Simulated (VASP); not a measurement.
All values below come from TPSS meta-GGA, VASP's PBE PAW potentials (set 64) (plane waves; VASP).

VASP ran on this input.

**KPOINTS**
```
kpoints
0
Gamma
  6 6 6
```

**POSCAR**
```
PbTe
1.0
  0.0000000000   3.2717527635   3.2717527635
  3.2717527635   0.0000000000   3.2717527635
  3.2717527635   3.2717527635   0.0000000000
Te Pb
1 1
Cartesian
  3.2717527635   3.2717527635   3.2717527635
  0.0000000000   0.0000000000   0.0000000000
```

**INCAR**
```
ALGO = Normal
EDIFF = 1E-6
EDIFFG = -0.01
ENCUT = 520
IBRION = 2
ISIF = 3
ISMEAR = 0
LASPH = .True.
LCHARG = .False.
LMAXMIX = 4
LMIXTAU = .True.
LREAL = .False.
LWAVE = .False.
METAGGA = TPSS
NELM = 100
NSW = 60
PREC = Accurate
SIGMA = 0.05
SYSTEM = PbTe
```

POTCAR, in this order: Te Pb_d (PBE.64 set). Program: vasp_std.

Problem. What will the output report for the number of irreducible k-points (NKPTS), largest plane-wave count, number of space-group operations, FFT grid (NGX, NGY, NGZ)?

Solution. 
The number of irreducible k-points (NKPTS) comes out as 16 and the largest plane-wave count comes out as 1917. The number of space-group operations comes out as 48 and the FFT grid (NGX, NGY, NGZ) is 36 × 36 × 36.

The compound is PbTe in the rock salt structure. It was relaxed first. The start is the result of an earlier pass.
